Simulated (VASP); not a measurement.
Consider the following.

```
CELL_PARAMETERS angstrom
      6.14448    -1.52394    -0.00061
      6.14448     1.52394    -0.00061
     -1.38565     0.00000     5.65451
ATOMIC_POSITIONS crystal
  Ga 0.34117 0.34117 0.68511
  Ga 0.65883 0.65883 0.31489
  Ga 0.90952 0.90952 0.20516
  Ga 0.09048 0.09048 0.79484
  O  0.50354 0.50354 0.74362
  O  0.49646 0.49646 0.25638
  O  0.82663 0.82663 0.43694
  O  0.17337 0.17337 0.56306
  O  0.16452 0.16452 0.10928
  O  0.83548 0.83548 0.89072
```

Computed with r2SCAN meta-GGA, VASP's PBE PAW potentials (set 64) (plane waves; VASP). Run with 520 eV cut-off, 8×8×5 Γ-centred mesh, tetrahedra with Blöchl corrections, potentials Ga_d O.

The cores are frozen, which limits the accuracy of field gradients.

### Question
Give the principal components of the electric field gradient (V/Å²) and the asymmetry η at each nucleus.

### Answer

```
atom    Vxx    Vyy     Vzz     η
----  -----  -----  ------  ----
Ga1   -13.7  -10.8    24.5  0.12
Ga2   -13.7  -10.8    24.5  0.12
Ga3   -29.7   -3.8    33.5  0.77
Ga4   -29.7   -3.8    33.5  0.77
O5     58.0   52.4  -110.4  0.05
O6     58.0   52.4  -110.4  0.05
O7    -20.3  -19.0    39.3  0.03
O8    -20.3  -19.0    39.3  0.03
O9     59.8   24.8   -84.7  0.41
O10    59.8   24.8   -84.7  0.41
```

The structure comes from a computed database's Ga2O3 entry (C2/m); how it stands against other phases isn't given here. It was relaxed first.
